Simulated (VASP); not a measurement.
Wanted: the native input for a VASP 6.6.1 run.

* Task: relaxation of cell and atoms
* Functional: PBE
* Potentials or basis: VASP PAW PBE potentials, release 64 (Sc_sv, In_d, Sb)
* Cutoff: 520 eV
* k mesh: 4 × 4 × 3
* Occupations: gaussian, width 0.15 eV
* Spin: no spin polarisation
* Further INCAR settings: PREC = Normal; ALGO = Fast; EDIFF = 0.0001; IBRION = 2; EDIFFG = -0.08; NSW = 24; ISIF = 3

The structure of Sc2InSb3 lies in POSCAR:

```
Sc2InSb3
1.0
    5.6707883700      0.0000000000      0.0000000000
   -2.8353941900      4.9110467900      0.0000000000
    0.0000000000      0.0000000000      6.7880260300
Sc In Sb
2 1 3
Direct
    0.0000000000      0.0000000000      0.2209612600
    0.0000000000      0.0000000000      0.7790387400
    0.0000000000      0.0000000000      0.5000000000
    0.2871886600      0.0000000000      0.0000000000
    0.0000000000      0.2871886600      0.0000000000
    0.7128113400      0.7128113400      0.0000000000
```

The cell was built by a generator and needn't be a form met in nature.

The input as run:

INCAR

```
SYSTEM = Sc2InSb3
PREC     = Normal         ! precision mode
ENCUT    = 520            ! plane-wave cutoff, eV
EDIFF    = 1E-4           ! SCF threshold, eV
ISMEAR   = 0              ! smearing method
SIGMA    = 0.15           ! smearing width, eV
LREAL    = .False.        ! projectors in reciprocal space
LASPH    = .True.         ! aspherical terms in the spheres
NELM     = 60             ! most SCF steps
ALGO     = Fast           ! electronic algorithm
ISIF     = 3              ! what is computed and relaxed
LWAVE    = .False.        ! write WAVECAR
LCHARG   = .False.        ! write CHGCAR
GGA      = PE             ! functional
IBRION   = 2              ! ionic algorithm
NSW      = 24             ! ionic steps
EDIFFG   = -0.08          ! ionic threshold
```

KPOINTS

```
regular mesh
0
Gamma
  4 4 3
  0 0 0
```

Potentials or basis: VASP PAW PBE potentials, release 64 (Sc_sv, In_d, Sb).

Run with:

```console
$ cat potpaw_PBE.64/Sc_sv/POTCAR potpaw_PBE.64/In_d/POTCAR potpaw_PBE.64/Sb/POTCAR > POTCAR
$ mpirun -np 1 vasp_std > vasp.out
```

It gave:

The relaxed volume is 48.92 Å³/atom and the relaxed cell is a = 5.983 Å, b = 5.983 Å, c = 9.467 Å, α = 90.00°, β = 90.00°, γ = 120.00°. The space group after relaxing (to 0.05 Å) is P-62m (No. 189). The energy gained by relaxing is 4076.7 meV/atom and the ionic steps are 23. The pressure after relaxing is -0.1 GPa. The largest force after relaxing is 0.070 eV/Å. The band gap on the k mesh is none (metal or under the smearing width).

Caveat: the volume moved by over 15 % at a fixed basis, so the end points are rough; the relaxation stopped at a loose force limit of 0.08 eV/Å, so its end isn't a converged minimum.

It took 17 min on 1 thread of Intel(R) Xeon(R) Platinum 8488C (Sapphire Rapids), with other jobs on the host, peak memory 0.24 GiB.
